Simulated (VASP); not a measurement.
Calculation: PBE GGA with spin-orbit coupling, VASP's PBE PAW potentials (set 64) (plane waves; VASP).

Input for VASP

### POSCAR
```
TiSb
1
    4.6707090000     0.0000000000     0.0000000000
    0.0000000000     4.6707090000     0.0000000000
    0.0000000000     0.0000000000    16.7873680000
Ti Sb
2 2
Direct
  0.5000000000   0.0000000000   0.5830200000
  0.0000000000   0.5000000000   0.4169800000
  0.0000000000   0.0000000000   0.5000000000
  0.5000000000   0.5000000000   0.5000000000
```

**KPOINTS**
```
Automatic
0
G
3 3 1
0 0 0
```

INCAR:
```
ALGO = Normal
EDIFF = 1E-6
ENCUT = 300
GGA = PE
GGA_COMPAT = .FALSE.
ISIF = 2
ISMEAR = -1
LASPH = .TRUE.
LCHARG = .FALSE.
LMAXMIX = 4
LNONCOLLINEAR = .TRUE.
LORBIT = 11
LREAL = .FALSE.
LSORBIT = .TRUE.
LWAVE = .FALSE.
MAGMOM = 0.0 0.0 0.0 0.0 0.0 0.0 0.0 0.0 0.0 0.0 0.0 0.0
NELM = 100
PREC = Accurate
SIGMA = 0.136
SYSTEM = TiSb
```

POTCAR, in this order: Ti_sv Sb (PBE.64 set). Program: vasp_ncl.

What VASP printed:

**OSZICAR**
```
...
DAV:  12    -0.203335271622E+02   -0.17650E-02   -0.14757E-02   360   0.350E-01    0.733E-02
DAV:  13    -0.203345495196E+02   -0.10224E-02   -0.67041E-03   324   0.254E-01    0.337E-02
DAV:  14    -0.203351592628E+02   -0.60974E-03   -0.40952E-03   300   0.145E-01    0.266E-02
DAV:  15    -0.203354096150E+02   -0.25035E-03   -0.29316E-03   360   0.831E-02    0.163E-02
DAV:  16    -0.203356574777E+02   -0.24786E-03   -0.19975E-03   356   0.581E-02    0.121E-02
DAV:  17    -0.203358581674E+02   -0.20069E-03   -0.16013E-03   300   0.356E-02    0.697E-03
DAV:  18    -0.203360867746E+02   -0.22861E-03   -0.13572E-03   280   0.289E-02    0.430E-03
DAV:  19    -0.203362558916E+02   -0.16912E-03   -0.12139E-03   258   0.203E-02    0.260E-03
DAV:  20    -0.203363980894E+02   -0.14220E-03   -0.11122E-03   250   0.175E-02    0.181E-03
DAV:  21    -0.203365198180E+02   -0.12173E-03   -0.10569E-03   218   0.116E-02    0.165E-03
DAV:  22    -0.203366252516E+02   -0.10543E-03   -0.98893E-04   194   0.115E-02    0.952E-04
DAV:  23    -0.203367218859E+02   -0.96634E-04   -0.94026E-04   210   0.920E-03    0.121E-03
DAV:  24    -0.203368120008E+02   -0.90115E-04   -0.89289E-04   194   0.873E-03    0.101E-03
DAV:  25    -0.203368979775E+02   -0.85977E-04   -0.85476E-04   186   0.711E-03    0.197E-03
DAV:  26    -0.203369811420E+02   -0.83165E-04   -0.82695E-04   194   0.718E-03    0.244E-03
DAV:  27    -0.203370646828E+02   -0.83541E-04   -0.83181E-04   186   0.673E-03    0.386E-03
DAV:  28    -0.203371425850E+02   -0.77902E-04   -0.77956E-04   186   0.743E-03    0.428E-03
DAV:  29    -0.203372096201E+02   -0.67035E-04   -0.67084E-04   186   0.591E-03    0.518E-03
DAV:  30    -0.203372684009E+02   -0.58781E-04   -0.59430E-04   186   0.578E-03    0.557E-03
DAV:  31    -0.203373238450E+02   -0.55444E-04   -0.55879E-04   186   0.496E-03    0.640E-03
DAV:  32    -0.203373743934E+02   -0.50548E-04   -0.50957E-04   186   0.520E-03    0.682E-03
DAV:  33    -0.203374249220E+02   -0.50529E-04   -0.50796E-04   186   0.477E-03    0.756E-03
DAV:  34    -0.203374696887E+02   -0.44767E-04   -0.45239E-04   170   0.507E-03    0.802E-03
DAV:  35    -0.203375095206E+02   -0.39832E-04   -0.40243E-04   162   0.428E-03    0.871E-03
DAV:  36    -0.203375519073E+02   -0.42387E-04   -0.42327E-04   162   0.536E-03    0.915E-03
DAV:  37    -0.203375941948E+02   -0.42288E-04   -0.43848E-04   162   0.536E-03    0.106E-02
DAV:  38    -0.203376274074E+02   -0.33213E-04   -0.33962E-04   162   0.519E-03    0.109E-02
DAV:  39    -0.203376553965E+02   -0.27989E-04   -0.28096E-04   162   0.340E-03    0.116E-02
DAV:  40    -0.203376795505E+02   -0.24154E-04   -0.25044E-04   162   0.415E-03    0.120E-02
DAV:  41    -0.203377035152E+02   -0.23965E-04   -0.24298E-04   162   0.291E-03    0.127E-02
DAV:  42    -0.203377272211E+02   -0.23706E-04   -0.24009E-04   162   0.447E-03    0.131E-02
DAV:  43    -0.203377466635E+02   -0.19442E-04   -0.21660E-04   178   0.467E-03    0.144E-02
DAV:  44    -0.203377634876E+02   -0.16824E-04   -0.18257E-04   170   0.464E-03    0.148E-02
DAV:  45    -0.203377777972E+02   -0.14310E-04   -0.14638E-04   162   0.307E-03    0.154E-02
DAV:  46    -0.203377904128E+02   -0.12616E-04   -0.13368E-04   162   0.343E-03    0.156E-02
DAV:  47    -0.203378037826E+02   -0.13370E-04   -0.13788E-04   162   0.239E-03    0.163E-02
DAV:  48    -0.203378154257E+02   -0.11643E-04   -0.12826E-04   162   0.311E-03    0.165E-02
DAV:  49    -0.203378266885E+02   -0.11263E-04   -0.11789E-04   162   0.219E-03    0.170E-02
DAV:  50    -0.203378365986E+02   -0.99101E-05   -0.10854E-04   162   0.296E-03    0.172E-02
DAV:  51    -0.203378486642E+02   -0.12066E-04   -0.12729E-04   162   0.205E-03    0.181E-02
DAV:  52    -0.203378592633E+02   -0.10599E-04   -0.12049E-04   162   0.301E-03    0.182E-02
DAV:  53    -0.203378697882E+02   -0.10525E-04   -0.10645E-04   162   0.187E-03    0.189E-02
DAV:  54    -0.203378792227E+02   -0.94345E-05   -0.10151E-04   162   0.276E-03    0.190E-02
DAV:  55    -0.203378897217E+02   -0.10499E-04   -0.10622E-04   162   0.171E-03    0.197E-02
DAV:  56    -0.203378988897E+02   -0.91679E-05   -0.10548E-04   162   0.280E-03    0.199E-02
DAV:  57    -0.203379078297E+02   -0.89400E-05   -0.90165E-05   162   0.182E-03    0.202E-02
DAV:  58    -0.203379164605E+02   -0.86308E-05   -0.92998E-05   162   0.229E-03    0.205E-02
DAV:  59    -0.203379249411E+02   -0.84806E-05   -0.88546E-05   162   0.168E-03    0.207E-02
DAV:  60    -0.203379330823E+02   -0.81413E-05   -0.87639E-05   162   0.207E-03    0.209E-02
DAV:  61    -0.203379412930E+02   -0.82107E-05   -0.88301E-05   162   0.188E-03    0.212E-02
DAV:  62    -0.203379511249E+02   -0.98319E-05   -0.96875E-05   162   0.270E-03    0.214E-02
DAV:  63    -0.203379612949E+02   -0.10170E-04   -0.10346E-04   162   0.226E-03    0.217E-02
DAV:  64    -0.203379703758E+02   -0.90810E-05   -0.10038E-04   162   0.240E-03    0.217E-02
DAV:  65    -0.203379800582E+02   -0.96824E-05   -0.10137E-04   162   0.177E-03    0.220E-02
DAV:  66    -0.203379907184E+02   -0.10660E-04   -0.10649E-04   162   0.343E-03    0.220E-02
DAV:  67    -0.203380003710E+02   -0.96526E-05   -0.10705E-04   162   0.247E-03    0.221E-02
DAV:  68    -0.203380097392E+02   -0.93681E-05   -0.11031E-04   162   0.246E-03    0.223E-02
DAV:  69    -0.203380206674E+02   -0.10928E-04   -0.11553E-04   162   0.191E-03    0.223E-02
DAV:  70    -0.203380319082E+02   -0.11241E-04   -0.12134E-04   162   0.231E-03    0.224E-02
DAV:  71    -0.203380506988E+02   -0.18791E-04   -0.13375E-04   178   0.554E-03    0.219E-02
DAV:  72    -0.203380627117E+02   -0.12013E-04   -0.13522E-04   162   0.373E-03    0.217E-02
DAV:  73    -0.203380762647E+02   -0.13553E-04   -0.13774E-04   162   0.269E-03    0.217E-02
DAV:  74    -0.203380901975E+02   -0.13933E-04   -0.14361E-04   162   0.262E-03    0.215E-02
DAV:  75    -0.203381050185E+02   -0.14821E-04   -0.15063E-04   162   0.193E-03    0.215E-02
DAV:  76    -0.203381227337E+02   -0.17715E-04   -0.15915E-04   170   0.536E-03    0.219E-02
DAV:  77    -0.203381392063E+02   -0.16473E-04   -0.16391E-04   162   0.330E-03    0.218E-02
DAV:  78    -0.203381557182E+02   -0.16512E-04   -0.17002E-04   162   0.293E-03    0.216E-02
DAV:  79    -0.203381735789E+02   -0.17861E-04   -0.18263E-04   162   0.234E-03    0.215E-02
DAV:  80    -0.203381923954E+02   -0.18816E-04   -0.18878E-04   162   0.268E-03    0.213E-02
DAV:  81    -0.203382159442E+02   -0.23549E-04   -0.19644E-04   220   0.735E-03    0.211E-02
DAV:  82    -0.203382340707E+02   -0.18127E-04   -0.20215E-04   178   0.558E-03    0.212E-02
DAV:  83    -0.203382538027E+02   -0.19732E-04   -0.20343E-04   162   0.343E-03    0.212E-02
DAV:  84    -0.203382745974E+02   -0.20795E-04   -0.20546E-04   162   0.335E-03    0.210E-02
DAV:  85    -0.203382960813E+02   -0.21484E-04   -0.21026E-04   162   0.275E-03    0.209E-02
DAV:  86    -0.203383174389E+02   -0.21358E-04   -0.21829E-04   178   0.454E-03    0.207E-02
DAV:  87    -0.203383382781E+02   -0.20839E-04   -0.21745E-04   162   0.313E-03    0.206E-02
DAV:  88    -0.203383607074E+02   -0.22429E-04   -0.21954E-04   160   0.317E-03    0.203E-02
DAV:  89    -0.203383808456E+02   -0.20138E-04   -0.22195E-04   156   0.387E-03    0.202E-02
DAV:  90    -0.203384058105E+02   -0.24965E-04   -0.22463E-04   156   0.405E-03    0.198E-02
DAV:  91    -0.203384411069E+02   -0.35296E-04   -0.23016E-04   258   0.142E-02    0.179E-02
DAV:  92    -0.203384612637E+02   -0.20157E-04   -0.22254E-04   210   0.717E-03    0.174E-02
DAV:  93    -0.203384838311E+02   -0.22567E-04   -0.22027E-04   186   0.509E-03    0.171E-02
DAV:  94    -0.203385061453E+02   -0.22314E-04   -0.21917E-04   186   0.460E-03    0.170E-02
DAV:  95    -0.203385279840E+02   -0.21839E-04   -0.21844E-04   186   0.365E-03    0.171E-02
DAV:  96    -0.203385510305E+02   -0.23047E-04   -0.21348E-04   282   0.104E-02    0.172E-02
DAV:  97    -0.203385696449E+02   -0.18614E-04   -0.20328E-04   178   0.651E-03    0.173E-02
DAV:  98    -0.203385884655E+02   -0.18821E-04   -0.19956E-04   162   0.432E-03    0.172E-02
DAV:  99    -0.203386070320E+02   -0.18567E-04   -0.19420E-04   160   0.303E-03    0.176E-02
DAV: 100    -0.203386251869E+02   -0.18155E-04   -0.18520E-04   156   0.310E-03
   1 F= -.20338625E+02 E0= -.20030234E+02  d E =-.616782E+00  mag=    -0.0000    -0.0000     0.0000
```

OUTCAR:
```
------------------------ aborting loop EDIFF was not reached (unconverged)  ----------------------------
  FORCE on cell =-STRESS in cart. coord.  units (eV):
  Direction    XX          YY          ZZ          XY          YZ          ZX
  --------------------------------------------------------------------------------------
  Total        4.2861172      4.2861172      2.0855794      0.0000000     -0.0000000      0.0000000
  in kB       18.7510847     18.7510847      9.1240798      0.0000000     -0.0000000      0.0000000
  external PRESSURE =      15.5420830 kB  Pullay stress =       0.0000000 kB
  volume of cell :      366.23
      direct lattice vectors                 reciprocal lattice vectors
     4.670709000  0.000000000  0.000000000     0.214100258  0.000000000  0.000000000
     0.000000000  4.670709000  0.000000000     0.000000000  0.214100258  0.000000000
     0.000000000  0.000000000 16.787368000     0.000000000  0.000000000  0.059568599
 POSITION                                       TOTAL-FORCE (eV/Angst)
 -----------------------------------------------------------------------------------
      2.33535      0.00000      9.78737         0.000000      0.000000      0.813520
      0.00000      2.33535      7.00000         0.000000     -0.000000     -0.813520
      0.00000      0.00000      8.39368         0.000000     -0.000000      0.000000
      2.33535      2.33535      8.39368         0.000000      0.000000      0.000000
 -----------------------------------------------------------------------------------
    total drift:                                0.000000      0.000000      0.000000
  FREE ENERGIE OF THE ION-ELECTRON SYSTEM (eV)
  ---------------------------------------------------
  free  energy   TOTEN  =       -20.3386251869 eV

  energy  without entropy=      -19.7218433555  energy(sigma->0) =      -20.03023427

 total charge

# of ion       s       p       d       tot
------------------------------------------
    1        2.182   6.032   2.040  10.254
    2        2.182   6.032   2.040  10.254
    3        1.144   1.376   0.047   2.566
    4        1.144   1.376   0.047   2.566
--------------------------------------------------
tot          6.652  14.816   4.173  25.641

 magnetization (x)

# of ion       s       p       d       tot
------------------------------------------
    1        0.000   0.000   0.000   0.000
    2        0.000   0.000   0.000   0.000
    3        0.000   0.000   0.000   0.000
    4        0.000   0.000   0.000   0.000
--------------------------------------------------
tot          0.000   0.000   0.000   0.000

 magnetization (y)

# of ion       s       p       d       tot
------------------------------------------
    1        0.000  -0.000   0.000   0.000
    2        0.000  -0.000   0.000   0.000
    3        0.000   0.000   0.000   0.000
    4        0.000  -0.000   0.000  -0.000
--------------------------------------------------
tot          0.000  -0.000   0.000   0.000

 magnetization (z)

# of ion       s       p       d       tot
------------------------------------------
    1       -0.000   0.000  -0.000  -0.000
    2       -0.000  -0.000  -0.000  -0.000
    3       -0.000  -0.000  -0.000  -0.000
    4       -0.000   0.000   0.000   0.000
--------------------------------------------------
tot         -0.000  -0.000  -0.000  -0.000

 Ion:    1  E_soc:     -0.0136915

 Ion:    2  E_soc:     -0.0136915

 Ion:    3  E_soc:     -0.1253764

 Ion:    4  E_soc:     -0.1253764
```
(Selected blocks of OUTCAR.)

File stdout:
```
...
 -----------------------------------------------------------------------------
|                                                                             |
|           W    W    AA    RRRRR   N    N  II  N    N   GGGG   !!!           |
|           W    W   A  A   R    R  NN   N  II  NN   N  G    G  !!!           |
|           W    W  A    A  R    R  N N  N  II  N N  N  G       !!!           |
|           W WW W  AAAAAA  RRRRR   N  N N  II  N  N N  G  GGG   !            |
|           WW  WW  A    A  R   R   N   NN  II  N   NN  G    G                |
|           W    W  A    A  R    R  N    N  II  N    N   GGGG   !!!           |
|                                                                             |
|     The electronic self-consistency was not achieved in the given           |
|     number of steps (NELM). The forces and other quantities evaluated       |
|     might not be reliable so examine the results carefully. If you find     |
|     spurious results, we suggest increasing NELM, if you were close to      |
|     convergence or switching to a different ALGO or adjusting the           |
|     density mixing parameters otherwise.                                    |
|                                                                             |
 -----------------------------------------------------------------------------

 -----------------------------------------------------------------------------
|                                                                             |
|           W    W    AA    RRRRR   N    N  II  N    N   GGGG   !!!           |
|           W    W   A  A   R    R  NN   N  II  NN   N  G    G  !!!           |
|           W    W  A    A  R    R  N N  N  II  N N  N  G       !!!           |
|           W WW W  AAAAAA  RRRRR   N  N N  II  N  N N  G  GGG   !            |
|           WW  WW  A    A  R   R   N   NN  II  N   NN  G    G                |
|           W    W  A    A  R    R  N    N  II  N    N   GGGG   !!!           |
|                                                                             |
|     Your highest band is occupied at some k-points! Unless you are          |
|     performing a calculation for an insulator or semiconductor, without     |
|     unoccupied bands, you have included TOO FEW BANDS!! Please increase     |
|     the parameter NBANDS in file INCAR to ensure that the highest band      |
|     is unoccupied at all k-points. It is always recommended to include      |
|     a few unoccupied bands to accelerate the convergence of                 |
|     molecular-dynamics runs (even for insulators or semiconductors),        |
|     since the presence of unoccupied bands improves wavefunction            |
|     prediction and helps to suppress 'band-crossings'.                      |
|                                                                             |
 -----------------------------------------------------------------------------

   1 F= -.20338625E+02 E0= -.20030234E+02  d E =-.616782E+00  mag=    -0.0000    -0.0000     0.0000
```

Convergence was not reached.

At this cut-off the stress carries a Pulay error, which pulls relaxed volumes low. The cell holds a wide vacuum, so values per volume refer to the whole cell.

The cell is a sheet with vacuum, built from a generated structure. VASP warned that the highest band is occupied, so more bands are needed.
